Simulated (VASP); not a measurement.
Calculation: PBEsol GGA, VASP's PBE PAW potentials (set 64) (plane waves; VASP).

A VASP calculation is set up with these files.

POSCAR:
```
BaTiO3
1
    3.9661232582     0.0000000000     0.0000000000
    0.0000000000     3.9661232582     0.0000000000
    0.0000000000     0.0000000000     4.0773199001
Ba Ti O
1 1 3
Direct
  0.0000000000   0.0000000000   0.0038885062
  0.5000000000   0.5000000000   0.5205695899
  0.5000000000   0.5000000000   0.9709979898
  0.0000000000   0.5000000000   0.4842719571
  0.5000000000   0.0000000000   0.4842719571
```

File KPOINTS:
```
Automatic
0
gamma
 6 6 6
```

### INCAR
```
ALGO = Normal
EDIFF = 1E-7
EDIFFG = -0.01
ENCUT = 520
GGA = PS
IBRION = 2
ISIF = 4
ISMEAR = 0
LASPH = .True.
LCHARG = .False.
LMAXMIX = 4
LREAL = .False.
LWAVE = .False.
NELM = 100
NSW = 30
PREC = Accurate
SIGMA = 0.05
SYSTEM = BaTiO3
```

POTCAR, in this order: Ba_sv Ti_sv O (PBE.64 set). Program: vasp_std.

Output of the run:

### OSZICAR
```
       N       E                     dE             d eps       ncg     rms          rms(c)
DAV:   1     0.449543296749E+03    0.44954E+03   -0.21387E+04  1920   0.181E+03
DAV:   2    -0.722639394770E+01   -0.45677E+03   -0.44788E+03  2400   0.488E+02
DAV:   3    -0.501940386769E+02   -0.42968E+02   -0.42694E+02  2864   0.143E+02
DAV:   4    -0.519915455167E+02   -0.17975E+01   -0.17967E+01  2776   0.264E+01
DAV:   5    -0.520542978665E+02   -0.62752E-01   -0.62750E-01  2688   0.362E+00    0.239E+01
DAV:   6    -0.421951206172E+02    0.98592E+01   -0.69343E+01  3008   0.775E+01    0.103E+01
DAV:   7    -0.421594980897E+02    0.35623E-01   -0.11210E+01  2496   0.248E+01    0.688E+00
DAV:   8    -0.420084057831E+02    0.15109E+00   -0.13910E+00  2560   0.118E+01    0.234E+00
DAV:   9    -0.420116079349E+02   -0.32022E-02   -0.20439E-01  2360   0.341E+00    0.102E+00
DAV:  10    -0.420053517782E+02    0.62562E-02   -0.86044E-02  2672   0.253E+00    0.553E-01
DAV:  11    -0.420022859238E+02    0.30659E-02   -0.28848E-02  2840   0.123E+00    0.147E-01
DAV:  12    -0.420019772002E+02    0.30872E-03   -0.23198E-03  2352   0.454E-01    0.357E-02
DAV:  13    -0.420020650725E+02   -0.87872E-04   -0.85578E-04  2672   0.262E-01    0.762E-02
DAV:  14    -0.420019780833E+02    0.86989E-04   -0.43170E-04  2640   0.164E-01    0.718E-03
DAV:  15    -0.420019788016E+02   -0.71832E-06   -0.14692E-05  2296   0.263E-02    0.389E-03
DAV:  16    -0.420019792980E+02   -0.49641E-06   -0.30148E-06  2552   0.163E-02    0.626E-03
DAV:  17    -0.420019786839E+02    0.61411E-06   -0.25505E-06  2592   0.125E-02    0.488E-04
DAV:  18    -0.420019786943E+02   -0.10400E-07   -0.95391E-08  1208   0.225E-03
   1 F= -.42001979E+02 E0= -.42001979E+02  d E =-.420020E+02
       N       E                     dE             d eps       ncg     rms          rms(c)
DAV:   1    -0.420019687164E+02    0.99675E-05   -0.61140E-03  1976   0.795E-01    0.207E-02
DAV:   2    -0.420019962597E+02   -0.27543E-04   -0.35299E-04  2088   0.134E-01    0.195E-02
DAV:   3    -0.420019955240E+02    0.73565E-06   -0.19183E-05  2712   0.315E-02    0.114E-02
DAV:   4    -0.420019943634E+02    0.11606E-05   -0.32617E-06  2512   0.175E-02    0.462E-03
DAV:   5    -0.420019942907E+02    0.72654E-07   -0.91991E-07  2512   0.845E-03
   2 F= -.42001994E+02 E0= -.42001994E+02  d E =-.155964E-04
```

File OUTCAR:
```
------------------------ aborting loop because EDIFF is reached ----------------------------------------
  FORCE on cell =-STRESS in cart. coord.  units (eV):
  Direction    XX          YY          ZZ          XY          YZ          ZX
  --------------------------------------------------------------------------------------
  Total       -0.0144579     -0.0144579     -0.0491544      0.0000000     -0.0000000      0.0000000
  in kB       -0.3611664     -0.3611664     -1.2279079      0.0000000     -0.0000000      0.0000000
  external PRESSURE =      -0.6500803 kB  Pullay stress =       0.0000000 kB
  volume of cell :       64.14
      direct lattice vectors                 reciprocal lattice vectors
     3.966395244  0.000000000  0.000000000     0.252118092  0.000000000  0.000000000
     0.000000000  3.966395244  0.000000000     0.000000000  0.252118092  0.000000000
     0.000000000  0.000000000  4.076760735     0.000000000 -0.000000000  0.245292786
 POSITION                                       TOTAL-FORCE (eV/Angst)
 -----------------------------------------------------------------------------------
      3.96640      0.00000      0.01544        -0.000000     -0.000000     -0.007319
      1.98320      1.98320      2.12174        -0.000000      0.000000     -0.004151
      1.98320      1.98320      3.95941        -0.000000     -0.000000      0.006398
      3.96640      1.98320      1.97427        -0.000000     -0.000000      0.002536
      1.98320      0.00000      1.97427         0.000000     -0.000000      0.002536
 -----------------------------------------------------------------------------------
    total drift:                                0.000000      0.000000     -0.001204
  FREE ENERGIE OF THE ION-ELECTRON SYSTEM (eV)
  ---------------------------------------------------
  free  energy   TOTEN  =       -42.0019942907 eV

  energy  without entropy=      -42.0019942907  energy(sigma->0) =      -42.00199429

 reached required accuracy - stopping structural energy minimisation
```
(Selected blocks of OUTCAR.)

**CONTCAR**
```
BaTiO3
   1.00000000000000
     3.9663952439018368    0.0000000000000000    0.0000000000000000
     0.0000000000000000    3.9663952439018368    0.0000000000000000
     0.0000000000000000    0.0000000000000000    4.0767607351031065
  Ba              Ti              O
     1     1     3
Direct
     1.0000000000000000    0.0000000000000000    0.0037872750792982
     0.5000000000000000    0.5000000000000000    0.5204468255820167
     0.5000000000000000    0.5000000000000000    0.9712154327978166
     1.0000000000000000    0.5000000000000000    0.4842752333204308
     0.5000000000000000    0.0000000000000000    0.4842752333204308
```

### OUTCAR
```
 val. band max:        3.8100097935   @ k =   0.5000   0.5000   0.5000

 cond. band min:       5.5744095665   @ k =   0.0000   0.0000   0.0000


 Fermi energy:         4.0351134628

 k-point     1 :       0.0000    0.0000    0.0000
  band No.  band energies     occupation
      1     -52.4759      2.00000
      2     -28.8866      2.00000
      3     -28.8041      2.00000
      4     -28.8041      2.00000
      5     -21.1050      2.00000
      6     -13.1232      2.00000
      7     -12.4814      2.00000
      8     -12.3920      2.00000
      9      -6.3158      2.00000
     10      -6.2637      2.00000
     11      -6.2637      2.00000
     12       1.3387      2.00000
     13       1.4053      2.00000
     14       1.4053      2.00000
     15       2.3159      2.00000
     16       2.3159      2.00000
     17       2.5334      2.00000
     18       3.2342      2.00000
     19       3.3649      2.00000
     20       3.3649      2.00000
     21       5.5744      0.00000
     22       5.9985      0.00000
     23       5.9985      0.00000
     24       7.9574      0.00000

 k-point     2 :       0.1667    0.0000    0.0000
  band No.  band energies     occupation
      1     -52.4756      2.00000
      2     -28.8860      2.00000
      3     -28.8192      2.00000
      4     -28.8035      2.00000
      5     -21.0730      2.00000
      6     -13.1471      2.00000
      7     -12.4638      2.00000
      8     -12.3660      2.00000
      9      -6.2736      2.00000
     10      -6.2178      2.00000
     11      -6.1649      2.00000
     12       0.9433      2.00000
     13       1.2678      2.00000
     14       1.3330      2.00000
     15       1.9461      2.00000
     16       2.0975      2.00000
     17       2.3759      2.00000
     18       2.8111      2.00000
     19       3.0905      2.00000
     20       3.2226      2.00000
     21       5.9951      0.00000
     22       6.1431      0.00000
     23       6.2326      0.00000
     24       8.0414      0.00000
...
```

Unless said otherwise, spin-orbit coupling is left out, though it shifts the bands of the heavy elements here.

The compound is BaTiO3 in the tetragonal perovskite structure. This run relaxes it. Symmetry was kept, so distortions that lower it aren't found.
